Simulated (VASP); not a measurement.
All values below come from LDA (Ceperley-Alder, Perdew-Zunger), VASP's LDA PAW potentials (set 64) (plane waves; VASP 6.6.1).

A VASP calculation is set up with these files.

**KPOINTS**
```
Automatic mesh
0
Gamma
16 16 16
0 0 0
```

INCAR:
```
ALGO = Normal
EDIFF = 1E-6
EDIFFG = -0.02
ENCUT = 500
IBRION = 2
ISIF = 3
ISMEAR = 1
LASPH = .TRUE.
LCHARG = .FALSE.
LMAXMIX = 6
LREAL = .FALSE.
LWAVE = .FALSE.
NELM = 100
NSW = 40
PREC = Accurate
PSTRESS = 300
SIGMA = 0.1
SYSTEM = Ta
```

### POSCAR
```
Ta
1.0
 -1.5681840851   1.5681840851   1.5681840851
  1.5681840851  -1.5681840851   1.5681840851
  1.5681840851   1.5681840851  -1.5681840851
Ta
1
Cartesian
  0.0000000000   0.0000000000   0.0000000000
```

POTCAR, in this order: Ta_pv (LDA.64 set). Program: vasp_std.

What VASP printed:

### OSZICAR
```
       N       E                     dE             d eps       ncg     rms          rms(c)
DAV:   1     0.446441803087E+02    0.44644E+02   -0.64892E+03  2610   0.116E+03
DAV:   2    -0.124806070761E+02   -0.57125E+02   -0.56094E+02  3355   0.247E+02
DAV:   3    -0.130537569527E+02   -0.57315E+00   -0.56179E+00  2987   0.250E+01
DAV:   4    -0.130569055282E+02   -0.31486E-02   -0.31475E-02  3084   0.149E+00
DAV:   5    -0.130569212413E+02   -0.15713E-04   -0.15711E-04  2977   0.874E-02    0.177E+01
DAV:   6    -0.127671483372E+02    0.28977E+00   -0.26187E-01  2714   0.634E+00    0.906E+00
DAV:   7    -0.126678174724E+02    0.99331E-01   -0.23167E-01  2735   0.569E+00    0.439E-01
DAV:   8    -0.126658841801E+02    0.19333E-02   -0.33168E-03  2892   0.809E-01    0.463E-02
DAV:   9    -0.126658855170E+02   -0.13369E-05   -0.22351E-05  2922   0.607E-02    0.307E-02
DAV:  10    -0.126658862947E+02   -0.77768E-06   -0.25051E-06  3035   0.207E-02
   1 F= -.97774567E+01 E0= -.97772639E+01  d E =-.977746E+01
```

OUTCAR:
```
------------------------ aborting loop because EDIFF is reached ----------------------------------------
  FORCE on cell =-STRESS in cart. coord.  units (eV):
  Direction    XX          YY          ZZ          XY          YZ          ZX
  --------------------------------------------------------------------------------------
  Total        2.8812977      2.8812977      2.8812977      0.0000000      0.0000000      0.0000000
  in kB      299.2592617    299.2592617    299.2592617      0.0000000      0.0000000      0.0000000
  external PRESSURE =      -0.7407383 kB  Pullay stress =     300.0000000 kB
  volume of cell :       15.43
      direct lattice vectors                 reciprocal lattice vectors
    -1.568184085  1.568184085  1.568184085     0.000000000  0.318840119  0.318840119
     1.568184085 -1.568184085  1.568184085     0.318840119  0.000000000  0.318840119
     1.568184085  1.568184085 -1.568184085     0.318840119  0.318840119  0.000000000
 POSITION                                       TOTAL-FORCE (eV/Angst)
 -----------------------------------------------------------------------------------
      0.00000      0.00000      0.00000         0.000000     -0.000000      0.000000
 -----------------------------------------------------------------------------------
    total drift:                                0.000000     -0.000000      0.000000
  FREE ENERGIE OF THE ION-ELECTRON SYSTEM (eV)
  ---------------------------------------------------
  free  energy   TOTEN  =       -12.6658862947 eV

  energy  without entropy=      -12.6653079906  energy(sigma->0) =      -12.66569353
  enthalpy is  TOTEN    =        -9.7774566753 eV   P V=        2.8884296194

 reached required accuracy - stopping structural energy minimisation
```
(Selected blocks of OUTCAR.)

The compound is Ta in the bcc structure. It was relaxed first under an external pressure of 30 GPa.
